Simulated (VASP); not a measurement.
A run of VASP 6.6.1:

Contents of INCAR:

```
SYSTEM = LaC2
ALGO = Normal ; EDIFF = 1E-7
EDIFFG = -0.002 ; ENCUT = 520
GGA = PS ; IBRION = 2
ISIF = 4 ; ISMEAR = 0
LASPH = .TRUE. ; LCHARG = .FALSE.
LREAL = .FALSE. ; LWAVE = .FALSE.
NELM = 60 ; NSW = 80
PREC = Accurate ; SIGMA = 1.0
```

File KPOINTS:

```
k-points
0
G
  16 16 16
  0 0 0
```

File POSCAR:

```
LaC2                                    
1.0
   -1.9101555423      1.9101555423      3.2077070334
    1.9101555423     -1.9101555423      3.2077070334
    1.9101555423      1.9101555423     -3.2077070334
  La              C             
     1     2
Direct
     0.0000000000000000    0.0000000000000000    0.0000000000000000
     0.4010794968744165    0.4010794968744165    0.0000000000000000
     0.5989205031255835    0.5989205031255835    0.0000000000000000
```

Potentials or basis: VASP PAW PBE potentials, release 64 (La, C).

The run is started by

```sh
$ cat potpaw_PBE.64/La/POTCAR potpaw_PBE.64/C/POTCAR > POTCAR
$ mpirun -np 1 vasp_std > vasp.out
```

Hardware: 1 thread of AMD EPYC 9R14 (Zen 4), with other jobs on the host.

**Question.** Estimate the wall time of this run.

**Answer.** Wall time 14 min on 1 thread of AMD EPYC 9R14 (Zen 4) (shared host), peak memory 0.39 GiB. Counts: scf iterations 73, k points 349, ion steps 9.
